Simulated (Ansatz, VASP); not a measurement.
**One calculation of Li2B, two programs**

Contents of INCAR:

```
SYSTEM = Li2B
PREC = Accurate
ENCUT = 600
EDIFF = 1E-6
ISMEAR = 0
SIGMA = 0.1
LREAL = .False.
LASPH = .True.
NELM = 80
ALGO = Normal
ISIF = 3
LWAVE = .False.
LCHARG = .False.
GGA = PE
IBRION = 2
NSW = 100
EDIFFG = -0.01
```

Contents of KPOINTS:

```
regular mesh
0
Gamma
  14 14 14
  0 0 0
```

The input POSCAR:

```
Li2B
1.0
    0.0000000000      2.7339042690      2.7339042690
    2.7339042690      0.0000000000      2.7339042690
    2.7339042690      2.7339042690      0.0000000000
Li B
2 1
Direct
    0.2500000000      0.2500000000      0.2500000000
    0.7500000000      0.7500000000      0.7500000000
    0.0000000000      0.0000000000      0.0000000000
```

Input for Ansatz:

```yaml
crystal:
  lattice:
    - [0.0, 2.733904269, 2.733904269]
    - [2.733904269, 0.0, 2.733904269]
    - [2.733904269, 2.733904269, 0.0]
  atoms:
    - { symbol: Li, position: [0.25, 0.25, 0.25] }
    - { symbol: Li, position: [0.75, 0.75, 0.75] }
    - { symbol: B, position: [0.0, 0.0, 0.0] }
basis:
  ecutwfc: 420
kpoints:
  mp_grid: { grid: [14, 14, 14] }
hamiltonian:
  xc: pbe
scf:
  occupations: { method: gaussian, width: 0.1 }
output:
  forces: true
  stress: true
  eigenvalues: true
relax:
  adjacent_minimum: "off"
  f_tol: 0.01
  max_steps: 80
  cell: { stress_tol: 0.05 }
```

Change from the starting cell: species swapped into the Mg2Ge type (Fm-3m, No. 225).

Alike in both runs: task relaxation of cell and atoms; functional PBE; k mesh 14 × 14 × 14; occupations gaussian, width 0.1 eV; no spin polarisation.

|  | VASP | Ansatz |
| --- | --- | --- |
| version | VASP 6.6.1 | Ansatz 0.2.0 |
| potentials or method | VASP PAW PBE potentials, release 64 (Li_sv, B) | scalar-relativistic, plane waves, PAW |
| plane-wave cutoff (eV) | 600 | 420 |
| valence electrons in the cell | 9 | 9 |

Ansatz gave:

| Item | Value |
| --- | --- |
| gap on the k mesh at the Fermi level, each at its own relaxed structure (eV) | none |
| relaxed volume (Å³/atom) | 13.64 |
| relaxed cell length with the largest relative difference (Å) | 3.868 |

Task: Estimate VASP's values.

Result: gap on the k mesh at the Fermi level, each at its own relaxed structure (eV): none; relaxed volume (Å³/atom): 13.62; relaxed cell length with the largest relative difference (Å): 3.866.

A gap of «none» marks a metal or a gap that the smearing closes.

Caveats: the cutoff is under 1.25 times the usual one of these potentials, so pressure, stress and relaxed cells hold a basis-set (Pulay) error (VASP); the relaxation stopped at its first step, so nothing moved.
